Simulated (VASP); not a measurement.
A run of VASP 6.6.1:

File INCAR:

```
PREC     = Normal         # precision mode
ENCUT    = 520            # plane-wave cutoff, eV
EDIFF    = 1E-4           # SCF threshold, eV
ISMEAR   = 0              # smearing method
SIGMA    = 0.15           # smearing width, eV
LREAL    = F              # projectors in reciprocal space
LASPH    = T              # aspherical terms in the spheres
NELM     = 60             # most SCF steps
ALGO     = Fast           # electronic algorithm
ISIF     = 3              # what is computed and relaxed
LWAVE    = F              # write WAVECAR
LCHARG   = F              # write CHGCAR
GGA      = PE             # functional
IBRION   = 2              # ionic algorithm
NSW      = 24             # ionic steps
EDIFFG   = -0.08          # ionic threshold
```

Contents of KPOINTS:

```
regular mesh
0
Gamma
  3 3 3
```

The input POSCAR:

```
Ca2TaO4
1.0
    4.8287925700      0.0000000000      0.0000000000
    0.0000000000      4.8287925700      0.0000000000
    0.0000000000      0.0000000000      5.3617656100
Ca Ta O
2 1 4
Direct
    0.0000000000      0.5000000000      0.0000000000
    0.5000000000      0.0000000000      0.0000000000
    0.5000000000      0.5000000000      0.5000000000
    0.0000000000      0.5000000000      0.3859871800
    0.5000000000      0.0000000000      0.3859871800
    0.0000000000      0.5000000000      0.6140128200
    0.5000000000      0.0000000000      0.6140128200
```

Potentials or basis: VASP PAW PBE potentials, release 64 (Ca_sv, Ta_pv, O).

Run with:

```console
$ cat potpaw_PBE.64/Ca_sv/POTCAR potpaw_PBE.64/Ta_pv/POTCAR potpaw_PBE.64/O/POTCAR > POTCAR
$ mpirun -np 1 vasp_std > vasp.out
```

Hardware: 1 thread of Intel(R) Xeon(R) Platinum 8559C (Emerald Rapids) (shared host).

Task: Estimate the wall time of this run.

Result: Run time: 2.4 min on 1 thread of Intel(R) Xeon(R) Platinum 8559C (Emerald Rapids) (shared host), peak memory 0.18 GiB. Counts: scf iterations 187, k points 6, ion steps 13.
